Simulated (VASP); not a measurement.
These are PBE GGA, VASP's PBE PAW potentials (set 64) (plane waves; VASP) values and carry that method's errors.

VASP ran on this input.

### INCAR
```
# general
SYSTEM  = GaN
PREC    = Accurate
ENCUT   = 520
LREAL   = .False.
LASPH   = .True.

# electronic loop
EDIFF   = 1E-6
NELM    = 100
ALGO    = Normal
LMAXMIX = 4

# smearing
ISMEAR  = 0
SIGMA   = 0.05

# functional
GGA     = PE

# ions
ISIF    = 2

# output
LWAVE   = .False.
LCHARG  = .False.
```

File KPOINTS:
```
Automatic mesh
0
Gamma
8 8 8
0 0 0
```

**POSCAR**
```
GaN
4.61040
  0.0000000000   0.5000000000   0.5000000000
  0.5000000000   0.0000000000   0.5000000000
  0.5000000000   0.5000000000   0.0000000000
Ga N
1 1
Cart
  0.0000000000   0.0000000000   0.0000000000
  0.2500000000   0.2500000000   0.2500000000
```

POTCAR, in this order: Ga_d N (PBE.64 set). Program: vasp_std.

The resulting files:

### OSZICAR
```
       N       E                     dE             d eps       ncg     rms          rms(c)
DAV:   1     0.912021167910E+02    0.91202E+02   -0.98936E+03   794   0.238E+03
DAV:   2    -0.645418463517E+01   -0.97656E+02   -0.92162E+02   864   0.370E+02
DAV:   3    -0.138896464444E+02   -0.74355E+01   -0.73841E+01   829   0.895E+01
DAV:   4    -0.140311997191E+02   -0.14155E+00   -0.14132E+00   906   0.130E+01
DAV:   5    -0.140333941695E+02   -0.21945E-02   -0.21943E-02   822   0.142E+00    0.749E+00
DAV:   6    -0.121399418836E+02    0.18935E+01   -0.61177E+00  1161   0.464E+01    0.270E+00
DAV:   7    -0.121427797774E+02   -0.28379E-02   -0.32110E-01   759   0.832E+00    0.175E+00
DAV:   8    -0.121400021079E+02    0.27777E-02   -0.86739E-02   855   0.428E+00    0.908E-01
DAV:   9    -0.121337409558E+02    0.62612E-02   -0.21063E-02  1135   0.336E+00    0.246E-01
DAV:  10    -0.121341967045E+02   -0.45575E-03   -0.15318E-03   767   0.536E-01    0.111E-01
DAV:  11    -0.121341154431E+02    0.81261E-04   -0.27386E-04  1126   0.338E-01    0.778E-03
DAV:  12    -0.121341203957E+02   -0.49526E-05   -0.26439E-05   824   0.663E-02    0.429E-03
DAV:  13    -0.121341203595E+02    0.36240E-07   -0.93700E-07   525   0.119E-02
   1 F= -.12134120E+02 E0= -.12134120E+02  d E =-.128475E-10
```

OUTCAR:
```
------------------------ aborting loop because EDIFF is reached ----------------------------------------
  FORCE on cell =-STRESS in cart. coord.  units (eV):
  Direction    XX          YY          ZZ          XY          YZ          ZX
  --------------------------------------------------------------------------------------
  Total       -0.9524065     -0.9524065     -0.9524065      0.0000000      0.0000000      0.0000000
  in kB      -62.2840886    -62.2840886    -62.2840886      0.0000000      0.0000000      0.0000000
  external PRESSURE =     -62.2840886 kB  Pullay stress =       0.0000000 kB
  volume of cell :       24.50
      direct lattice vectors                 reciprocal lattice vectors
     0.000000000  2.305200000  2.305200000    -0.216900920  0.216900920  0.216900920
     2.305200000  0.000000000  2.305200000     0.216900920 -0.216900920  0.216900920
     2.305200000  2.305200000  0.000000000     0.216900920  0.216900920 -0.216900920
  FREE ENERGIE OF THE ION-ELECTRON SYSTEM (eV)
  ---------------------------------------------------
  free  energy   TOTEN  =       -12.1341203595 eV

  energy  without entropy=      -12.1341203595  energy(sigma->0) =      -12.13412036
```
(Selected blocks of OUTCAR.)

The compound is GaN in the zinc blende structure, a metastable form; wurtzite is the usual one. The cell was not relaxed at this level.
